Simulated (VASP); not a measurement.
Write the native input for VASP 6.6.1 that does the following.

```
Task                   : relaxation of cell and atoms
Functional             : PBE
Potentials or basis    : VASP PAW PBE potentials, release 64 (Al, N)
Cutoff                 : 520 eV
k mesh                 : 12 × 12 × 6
Occupations            : gaussian, width 0.02 eV
Spin                   : no spin polarisation
Further INCAR settings : ALGO = Fast; EDIFF = 1e-07; IBRION = 2; EDIFFG = -0.15; NSW = 80; ISIF = 3
```

The structure of AlN lies in POSCAR:

```
AlN                                     
1.0
    3.1279229722      0.0000000000      0.0000000000
   -1.5639614861      2.7088607530     -0.0000000000
    0.0000000000      0.0000000000      5.0184814709
  Al              N             
     2     2
Direct
     0.3333333300000021    0.6666666699999979    0.9993385475416183
     0.6666666699999979    0.3333333300000021    0.4993385475416184
     0.3333333300000021    0.6666666699999979    0.3806614524583841
     0.6666666699999979    0.3333333300000021    0.8806614524583842
```

The input as run:

INCAR

```
SYSTEM = AlN
ALGO = Fast
EDIFF = 1E-7
EDIFFG = -0.15
ENCUT = 520
GGA = PE
IBRION = 2
ISIF = 3
ISMEAR = 0
KPAR = 4
LASPH = .True.
LCHARG = .False.
LREAL = .False.
LWAVE = .False.
NELM = 80
NSW = 80
PREC = Accurate
SIGMA = 0.02
```

KPOINTS

```
k-points
0
Gamma
  12 12 6
  0 0 0
```

Potentials or basis: VASP PAW PBE potentials, release 64 (Al, N).

Command:

```sh
$ cat potpaw_PBE.64/Al/POTCAR potpaw_PBE.64/N/POTCAR > POTCAR
$ mpirun -np 4 vasp_std > vasp.out
```

Results of the run:

The pressure after relaxing is 0.0 GPa. The largest force after relaxing is 0.004 eV/Å and the band gap on the k mesh is 4.06 eV, direct.

Caveat: the relaxation stopped at its first step, so nothing moved.

It took 11 s on 4 MPI ranks on Intel(R) Xeon(R) Platinum 8488C (Sapphire Rapids), on a shared host, peak memory 0.16 GiB a rank.
